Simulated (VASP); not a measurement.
Consider the following.

```yaml
crystal:
  lattice:
    - [1.83299, -3.17483, 0.00000]
    - [1.83299, 3.17483, 0.00000]
    - [0.00000, 0.00000, 5.65558]
  atoms:
    - { symbol: Y, position: [0.33333, 0.66667, 0.25000] }
    - { symbol: Y, position: [0.66667, 0.33333, 0.75000] }
```

The numbers are results of MS2 meta-GGA, VASP's PBE PAW potentials (set 64) (plane waves; VASP), not measurements. Settings: 520 eV cut-off, 13×13×7 Γ-centred mesh, tetrahedra with Blöchl corrections, potentials Y_sv.

Question: Predict the energy per atom (σ→0), band gap (over mesh and band path) with the smallest direct gap where there is one.

Answer: 
```yaml
band gap (over mesh and band path): none (metal, semimetal or under 0.01 eV)
energy per atom (σ→0): -6.667 eV/atom
```

The absolute energy has meaning only against runs of the same code, potentials and settings.

The compound is Y in the hcp structure. It was relaxed first.
